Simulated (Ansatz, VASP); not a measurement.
# Cross-check of TaN between VASP and Ansatz

Wanted: the spread between two codes on one cell, functional and k mesh. The cell is taken from a series of runs on this material, whose earlier steps may have relaxed, scaled, displaced or heated it; both programs get it as it stands.

Program: Ansatz 0.2.0. Level of theory: plane waves, with VASP 6.6.1 beside it; zone-centre phonons at LDA. Results are calculated unless marked as measured.

## (1) Set-up

It takes space group P-6m2 (No. 187, hexagonal). The conventional cell has a = 2.994 Å, b = 2.994 Å, c = 2.822 Å, α = 90.00°, β = 90.00°, γ = 120.00°. Nearest to N lie 6 Ta at 2.23 Å. Ta has 6 N at 2.23 Å nearest. Farther neighbours and most contacts between anions are not listed.

## (2) VASP: zone-centre phonons, LDA

Second derivatives magnify differences that forces hide, and they need a tight electronic threshold.

Lines of VASP's logs that name or quote its potential files are left out, and so is its time.

Input file INCAR:

```
SYSTEM = TaN
PREC = Accurate
ENCUT = 600
EDIFF = 1E-08
NELM = 120
ISMEAR = 1
SIGMA = 0.2
LREAL = .FALSE.
ALGO = Normal
GGA = CA
NBANDS = 14
LASPH = .TRUE.
LORBIT = 11
LWAVE = .FALSE.
LCHARG = .FALSE.
ISIF = 2
IBRION = 8
GGA_COMPAT = .FALSE.
KPAR = 2
```

Input file POSCAR:

```
TaN
1.0
    2.9937036757      0.0000000000      0.0000000000
   -1.4968518378      2.5926234346      0.0000000000
    0.0000000000      0.0000000000      2.8218177293
N Ta
1 1
Direct
    0.6666666667      0.3333333333      0.0000000000
    0.0000000000      0.0000000000      0.5000000000
```

Input file KPOINTS:

```
Automatic mesh
0
Gamma
18 18 16
0 0 0
```

The projector-augmented-wave data sets are N and Ta_pv (LDA family, release 64).

Run with:

```bash
$ mpirun -np 2 vasp_std
```

Numbers of over 12 decimals in the logs are rounded to 6 here.

Output:

```text
[banner, memory and clock lines left out]
running    2 mpi-ranks, on    1 nodes
 distrk:  each k-point on    1 cores,    2 groups
 distr:  one band on    1 cores,    1 groups

 POSCAR found type information on POSCAR N Ta
 POSCAR found :  2 types and       2 ions
 LDA part: xc-table for (Slater(with rela. corr.)+CA(PZ))
 , standard interpolation
 POSCAR, INCAR and KPOINTS ok, starting setup
 FFT: planning ... GRIDC
 FFT: planning ... GRID_SOFT
 FFT: planning ... GRID
 WAVECAR not read
 entering main loop
       N       E                     dE             d eps       ncg     rms          rms(c)
DAV:   1     0.977421719849E+02    0.97742E+02   -0.97509E+03  9332   0.132E+03
DAV:   2    -0.238266395184E+02   -0.12157E+03   -0.11531E+03 11448   0.328E+02
DAV:   3    -0.271825098863E+02   -0.33559E+01   -0.33365E+01 10650   0.511E+01
DAV:   4    -0.271991003158E+02   -0.16590E-01   -0.16588E-01 11226   0.394E+00
DAV:   5    -0.271992182119E+02   -0.11790E-03   -0.11790E-03 10932   0.314E-01    0.228E+01
DAV:   6    -0.248078217250E+02    0.23914E+01   -0.47362E+00 10092   0.251E+01    0.957E+00
DAV:   7    -0.246772038521E+02    0.13062E+00   -0.36653E-01 11928   0.587E+00    0.668E+00
DAV:   8    -0.246399875959E+02    0.37216E-01   -0.15529E-01 12504   0.357E+00    0.129E+00
DAV:   9    -0.246353771885E+02    0.46104E-02   -0.11373E-02 10026   0.903E-01    0.171E-01
DAV:  10    -0.246351536881E+02    0.22350E-03   -0.65829E-04 12372   0.299E-01    0.981E-02
DAV:  11    -0.246351315009E+02    0.22187E-04   -0.39287E-05 10356   0.616E-02    0.174E-02
DAV:  12    -0.246351315527E+02   -0.51806E-07   -0.23099E-06 12174   0.137E-02    0.218E-03
DAV:  13    -0.246351315392E+02    0.13503E-07   -0.11339E-07 10632   0.286E-03    0.170E-03
DAV:  14    -0.246351315297E+02    0.95015E-08   -0.26901E-08 11598   0.152E-03
   1 F= -.24635132E+02 E0= -.24635506E+02  d E =0.112455E-02
 Linear response reoptimize wavefunctions to high precision
DAV:   1    -0.246351315294E+02    0.21942E-09   -0.34279E-10  7362   0.198E-04
DAV:   2    -0.246351315294E+02   -0.68212E-11   -0.17545E-11  7290   0.465E-05
 Linear response DOF=           4
 Linear response progress:
  Degree of freedom:   1/  4
       N       E                     dE             d eps       ncg     rms          rms(c)
RMM:   1    -0.230076944168E+00   -0.23008E+00    0.11568E-01 92955   0.285E+00
RMM:   2    -0.224062935653E+00    0.60140E-02   -0.37365E-03 69883   0.472E-01    0.177E-01
RMM:   3    -0.224856635037E+00   -0.79370E-03   -0.61636E-04 67403   0.164E-01    0.960E-02
RMM:   4    -0.226012610779E+00   -0.11560E-02   -0.32737E-04 68257   0.114E-01    0.256E-02
RMM:   5    -0.226070418431E+00   -0.57808E-04   -0.97976E-06 76060   0.249E-02    0.236E-03
RMM:   6    -0.226071830109E+00   -0.14117E-05   -0.86076E-07 76176   0.518E-03    0.766E-04
RMM:   7    -0.226065679903E+00    0.61502E-05    0.24987E-08 79287   0.159E-03    0.319E-04
RMM:   8    -0.226067600253E+00   -0.19204E-05   -0.37985E-08 78230   0.504E-04    0.105E-04
RMM:   9    -0.226066649766E+00    0.95049E-06    0.41393E-09 76303   0.193E-04    0.211E-05
RMM:  10    -0.226066596570E+00    0.53197E-07   -0.10487E-08 85773   0.643E-05    0.148E-05
RMM:  11    -0.226066637028E+00   -0.40458E-07   -0.69557E-09 81454   0.243E-05    0.235E-06
RMM:  12    -0.226066646407E+00   -0.93796E-08   -0.54695E-09 74257   0.119E-05    0.384E-06
 first order change of Fermi-energy   0.21345E-04
 force on displaced ion       1 direction 1 : -12.387   0.001   0.000
 Linear response progress:
  Degree of freedom:   2/  4
       N       E                     dE             d eps       ncg     rms          rms(c)
RMM:   1    -0.232390310877E+00   -0.23239E+00    0.14016E-01 31763   0.290E+00
RMM:   2    -0.227029311979E+00    0.53610E-02   -0.41663E-03 25169   0.482E-01    0.146E-01
RMM:   3    -0.227845383914E+00   -0.81607E-03   -0.87607E-04 24139   0.175E-01    0.761E-02
RMM:   4    -0.229079088225E+00   -0.12337E-02   -0.41164E-04 24420   0.119E-01    0.211E-02
RMM:   5    -0.229191053638E+00   -0.11197E-03   -0.17763E-05 26093   0.309E-02    0.324E-03
RMM:   6    -0.229187236370E+00    0.38173E-05   -0.13155E-06 26342   0.720E-03    0.975E-04
RMM:   7    -0.229182127632E+00    0.51087E-05   -0.13642E-07 26549   0.211E-03    0.338E-04
RMM:   8    -0.229183977810E+00   -0.18502E-05   -0.17890E-08 27696   0.625E-04    0.134E-04
RMM:   9    -0.229184515405E+00   -0.53759E-06   -0.82853E-10 27321   0.222E-04    0.303E-05
RMM:  10    -0.229184262528E+00    0.25288E-06    0.38164E-09 28190   0.743E-05    0.854E-06
RMM:  11    -0.229184298087E+00   -0.35559E-07    0.26123E-09 28388   0.255E-05    0.178E-06
RMM:  12    -0.229184311987E+00   -0.13900E-07    0.26862E-09 27861   0.125E-05    0.771E-07
RMM:  13    -0.229184311531E+00    0.45560E-09    0.25985E-09 19962   0.866E-06    0.159E-07
 first order change of Fermi-energy  -0.42302E-04
 force on displaced ion       1 direction 3 :  -0.000  -0.000 -13.545
 Linear response progress:
  Degree of freedom:   3/  4
       N       E                     dE             d eps       ncg     rms          rms(c)
RMM:   1    -0.135729662918E+00   -0.13573E+00    0.11509E+01 42054   0.247E+01
RMM:   2    -0.164548120169E+00   -0.28818E-01   -0.28044E-02 63787   0.152E+00    0.177E-01
RMM:   3    -0.163368057016E+00    0.11801E-02   -0.27968E-03 73926   0.333E-01    0.990E-02
RMM:   4    -0.162588520258E+00    0.77954E-03   -0.38821E-04 82175   0.112E-01    0.376E-02
RMM:   5    -0.162302792888E+00    0.28573E-03   -0.80146E-05 83307   0.322E-02    0.635E-03
RMM:   6    -0.162308214145E+00   -0.54213E-05   -0.39535E-06 78440   0.126E-02    0.143E-03
RMM:   7    -0.162309395837E+00   -0.11817E-05   -0.69939E-06 85693   0.403E-03    0.407E-04
RMM:   8    -0.162311970523E+00   -0.25747E-05   -0.23046E-06 91879   0.158E-03    0.157E-04
RMM:   9    -0.162313012256E+00   -0.10417E-05   -0.24638E-06 80961   0.677E-04    0.487E-05
RMM:  10    -0.162313366718E+00   -0.35446E-06   -0.83044E-07 84363   0.355E-04    0.225E-05
RMM:  11    -0.162313482002E+00   -0.11528E-06   -0.86985E-07 92268   0.169E-04    0.658E-06
RMM:  12    -0.162313408089E+00    0.73914E-07   -0.35287E-07 82336   0.988E-05    0.457E-06
RMM:  13    -0.162313404300E+00    0.37883E-08   -0.31659E-07 90569   0.563E-05    0.680E-06
RMM:  14    -0.162313394942E+00    0.93588E-08   -0.11283E-07 70960   0.351E-05    0.829E-06
RMM:  15    -0.162313414455E+00   -0.19513E-07   -0.11008E-07 76924   0.247E-05    0.718E-06
RMM:  16    -0.162313416512E+00   -0.20572E-08   -0.37265E-08 73712   0.169E-05    0.668E-06
 first order change of Fermi-energy  -0.48542E-04
 force on displaced ion       2 direction 1 : -12.380   0.001   0.000
 Linear response progress:
  Degree of freedom:   4/  4
       N       E                     dE             d eps       ncg     rms          rms(c)
RMM:   1    -0.144811239147E+00   -0.14481E+00    0.10391E+01 15009   0.241E+01
RMM:   2    -0.173427863737E+00   -0.28617E-01   -0.28192E-02 22009   0.147E+00    0.138E-01
RMM:   3    -0.172751850771E+00    0.67601E-03   -0.22863E-03 25659   0.296E-01    0.734E-02
RMM:   4    -0.172259786830E+00    0.49206E-03   -0.20110E-04 27749   0.961E-02    0.245E-02
RMM:   5    -0.172119107650E+00    0.14068E-03   -0.33937E-05 28431   0.283E-02    0.628E-03
RMM:   6    -0.172107142388E+00    0.11965E-04   -0.70002E-06 27017   0.110E-02    0.978E-04
RMM:   7    -0.172109105413E+00   -0.19630E-05   -0.37289E-06 29179   0.353E-03    0.383E-04
RMM:   8    -0.172111799997E+00   -0.26946E-05   -0.31779E-06 30349   0.144E-03    0.156E-04
RMM:   9    -0.172112898787E+00   -0.10988E-05   -0.18581E-06 27696   0.667E-04    0.615E-05
RMM:  10    -0.172113488330E+00   -0.58954E-06   -0.10581E-06 27529   0.398E-04    0.183E-05
RMM:  11    -0.172113723817E+00   -0.23549E-06   -0.57632E-07 31522   0.187E-04    0.818E-06
RMM:  12    -0.172113605200E+00    0.11862E-06   -0.31986E-07 27897   0.109E-04    0.558E-06
RMM:  13    -0.172113585234E+00    0.19966E-07   -0.19739E-07 30525   0.618E-05    0.881E-06
RMM:  14    -0.172113600269E+00   -0.15035E-07   -0.10836E-07 26279   0.392E-05    0.904E-06
RMM:  15    -0.172113649045E+00   -0.48776E-07   -0.70581E-08 27598   0.296E-05    0.626E-06
RMM:  16    -0.172113668951E+00   -0.19906E-07   -0.36495E-08 28538   0.195E-05    0.536E-06
RMM:  17    -0.172113696250E+00   -0.27299E-07   -0.23178E-08 28310   0.151E-05    0.380E-06
RMM:  18    -0.172113726131E+00   -0.29881E-07   -0.11806E-08 29456   0.130E-05    0.192E-06
RMM:  19    -0.172113744938E+00   -0.18807E-07   -0.68640E-09 28281   0.101E-05    0.734E-07
RMM:  20    -0.172113752691E+00   -0.77531E-08   -0.28776E-09 24863   0.806E-06    0.270E-07
 first order change of Fermi-energy  -0.75304E-03
 force on displaced ion       2 direction 3 :  -0.000   0.000 -13.547
 Linear response finished
```

From OUTCAR (step 2):

```text
ion  position               nearest neighbor table
   1  0.667  0.333  0.000-   2 2.23   2 2.23   2 2.23   2 2.23   2 2.23   2 2.23
   2  0.000  0.000  0.500-   1 2.23   1 2.23   1 2.23   1 2.23   1 2.23   1 2.23

  LATTYP: Found a hexagonal cell.
 ALAT       =     2.9937036757
 C/A-ratio  =     0.9425841817

 Subroutine GETGRP returns: Found 12 space group operations
 (whereof 12 operations were pure point group operations)

The static configuration has the point symmetry D_3h.

 Found    333 irreducible k-points:

   k-points           NKPTS =    333   k-points in BZ     NKDIM =    333   number of bands    NBANDS=     14

   dimension x,y,z NGX =    24 NGY =   24 NGZ =   24
   dimension x,y,z NGXF=    48 NGYF=   48 NGZF=   48

   ENCUT  =  600.0 eV  44.10 Ry    6.64 a.u.   5.98  5.98  5.64*2*pi/ulx,y,z

   NELECT =      16.0000    total number of electrons

 k-points in reciprocal lattice and weights: Automatic mesh
   0.00000000  0.00000000  0.00000000       0.000
   0.05555556  0.00000000  0.00000000       0.001
   0.11111111  0.00000000  0.00000000       0.001
   0.16666667  0.00000000  0.00000000       0.001
   0.22222222  0.00000000  0.00000000       0.001
   0.27777778  0.00000000  0.00000000       0.001
   0.33333333  0.00000000  0.00000000       0.001
   0.38888889  0.00000000  0.00000000       0.001
   0.44444444  0.00000000  0.00000000       0.001
[...]
0.33333333  0.27777778  0.50000000       0.002
   0.33333333  0.33333333  0.50000000       0.000

 average (electrostatic) potential at core
       1 -61.5632       2 -35.6839

  Total       -2.9250011     -2.9250011      0.2516933     -0.0000000      0.0000000      0.0000000
  in kB     -213.9732144   -213.9732144     18.4121746     -0.0000000      0.0000000      0.0000000
  external PRESSURE =    -136.5114181 kB  Pullay stress =       0.0000000 kB

  energy-cutoff  :      600.00
  volume of cell :       21.90
      direct lattice vectors                 reciprocal lattice vectors
     2.993703676  0.000000000  0.000000000     0.334034396  0.192854849  0.000000000
    -1.496851838  2.592623435  0.000000000     0.000000000  0.385709697  0.000000000
     0.000000000  0.000000000  2.821817729     0.000000000  0.000000000  0.354381500

 POSITION                                       TOTAL-FORCE (eV/Angst)
 -----------------------------------------------------------------------------------
      1.49685      0.86421      0.00000         0.000000      0.000000      0.000000
      0.00000      0.00000      1.41091        -0.000000      0.000000      0.000000
 -----------------------------------------------------------------------------------
    total drift:                               -0.000000      0.000000      0.000000

 Eigenvectors and eigenvalues of the dynamical matrix
 ----------------------------------------------------

   1 f  =   15.960221 THz   100.281023 2PiTHz  532.375653 cm-1    66.006139 meV
             X         Y         Z           dx          dy          dz
      1.496852  0.864208  0.000000     0.000000    0.000000    0.963416
      0.000000  0.000000  1.410909     0.000000    0.000000   -0.268009

   2 f  =   15.262486 THz    95.897025 2PiTHz  509.101720 cm-1    63.120540 meV
             X         Y         Z           dx          dy          dz
      1.496852  0.864208  0.000000     0.412368    0.870729    0.000000
      0.000000  0.000000  1.410909    -0.114677   -0.242144    0.000000

   3 f  =   15.262486 THz    95.897025 2PiTHz  509.101720 cm-1    63.120540 meV
             X         Y         Z           dx          dy          dz
      1.496852  0.864208  0.000000    -0.870729    0.412368    0.000000
      0.000000  0.000000  1.410909     0.242144   -0.114677    0.000000

   4 f/i=    0.000306 THz     0.001922 2PiTHz    0.010204 cm-1     0.001265 meV
             X         Y         Z           dx          dy          dz
      1.496852  0.864208  0.000000     0.000000    0.000000   -0.268009
      0.000000  0.000000  1.410909     0.000000    0.000000   -0.963416

   5 f/i=    0.001011 THz     0.006352 2PiTHz    0.033724 cm-1     0.004181 meV
             X         Y         Z           dx          dy          dz
      1.496852  0.864208  0.000000     0.023508   -0.266893    0.000000
      0.000000  0.000000  1.410909     0.084534   -0.959724    0.000000

   6 f/i=    0.001011 THz     0.006352 2PiTHz    0.033724 cm-1     0.004181 meV
             X         Y         Z           dx          dy          dz
      1.496852  0.864208  0.000000    -0.266893   -0.023508    0.000000
      0.000000  0.000000  1.410909    -0.959724   -0.084534    0.000000

 ELASTIC MODULI CONTR FROM IONIC RELAXATION (kBar)
 Direction    XX          YY          ZZ          XY          YZ          ZX
 --------------------------------------------------------------------------------
 XX          -4.2065      4.2065     -0.0000     -0.0000      0.0000      0.0000
 YY           4.2065     -4.2065      0.0000     -0.0000      0.0000     -0.0000
 ZZ          -0.0000      0.0000     -0.0000      0.0000      0.0000      0.0000
 XY          -0.0000     -0.0000      0.0000     -4.2065      0.0000     -0.0000
 YZ           0.0000      0.0000      0.0000      0.0000      0.0000      0.0000
 ZX           0.0000     -0.0000      0.0000     -0.0000      0.0000     -0.0000
 --------------------------------------------------------------------------------
```

(Continued in part 2 of 2.)

[Lines on the potential files, build, host, timing and source positions are cut from VASP's logs without a mark.]

[Logs are printed without paths, hosts, clocks, repeated set-up lines and the standing remarks that a program may print on its own settings, such as how far it seeks lower states.]

[Hosts, paths, dates, database ids (printed as entryN), source tags and the programs' standing remarks are cut or masked in the printed files.]
